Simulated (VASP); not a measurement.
Data:

```
RbBr
1.0
    0.00000     3.44500     3.44500
    3.44500     0.00000     3.44500
    3.44500     3.44500     0.00000
Rb Br
1 1
Direct
  0.00000   0.00000   0.00000
  0.50000   0.50000   0.50000
```

These are PBE GGA with D3 dispersion (Becke-Johnson damping), VASP's PBE PAW potentials (set 64) (plane waves; VASP) values and carry that method's errors. Run with 520 eV cut-off, 8×8×8 Γ-centred mesh, tetrahedra with Blöchl corrections, potentials Rb_sv Br.

**Question.** The job: RbBr (rock salt), 2 atoms, PBE-D3(BJ), static run, 520 eV, 8×8×8 Γ-centred mesh. Roughly how much core time does it take on a busy server core?

**Answer.** About 10 core-seconds (one run on a shared machine, a rough figure). It had 29 irreducible k-points, 12 bands, up to 2229 plane waves and 14 electronic steps.

The compound is RbBr in the rock salt structure. The cell was not relaxed at this level.
